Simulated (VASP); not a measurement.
Here is the system:

```yaml
crystal:
  lattice:
    - [3.77001, 0.00000, 0.00000]
    - [0.00000, 3.77001, 0.00000]
    - [0.00000, 0.00000, 3.77001]
  atoms:
    - { symbol: Cu, position: [0.00000, 0.00000, 0.50000] }
    - { symbol: Cu, position: [0.50000, 0.00000, 0.00000] }
    - { symbol: Cu, position: [0.00000, 0.50000, 0.00000] }
    - { symbol: N, position: [0.00000, 0.00000, 0.00000] }
```

Method: PBEsol GGA, VASP's PBE PAW potentials (set 64) (plane waves; VASP). Numerical set-up: 520 eV cut-off, Gaussian smearing of 0.050 eV, potentials Cu N.

Question: Give the energies of bands 9 to 22 at the high-symmetry points, in eV from the valence-band maximum.

Answer: 
```tsv
band	Γ	X	M	R
9	-3.63	-3.43	-3.16	-3.12
10	-3.63	-3.00	-3.08	-3.12
11	-2.71	-2.72	-3.02	-3.12
12	-2.71	-2.68	-3.02	-2.26
13	-2.46	-2.59	-2.58	-2.26
14	-2.46	-2.45	-2.55	-1.95
15	-2.46	-2.45	-2.54	-1.95
16	-1.91	-2.28	-2.23	-1.95
17	-1.91	-1.91	-1.12	0.00
18	-1.91	-1.49	-1.12	0.00
19	-1.86	-1.49	-0.73	0.00
20	1.08	1.65	0.05	0.66
21	5.39	3.34	3.68	0.66
22	5.39	6.95	4.89	0.66
```

The gap is indirect, 0.05 eV, from the valence maximum at R to the conduction minimum at M.

The structure comes from a computed database's Cu3N entry (Pm-3m); how it stands against other phases isn't given here. It was relaxed first.
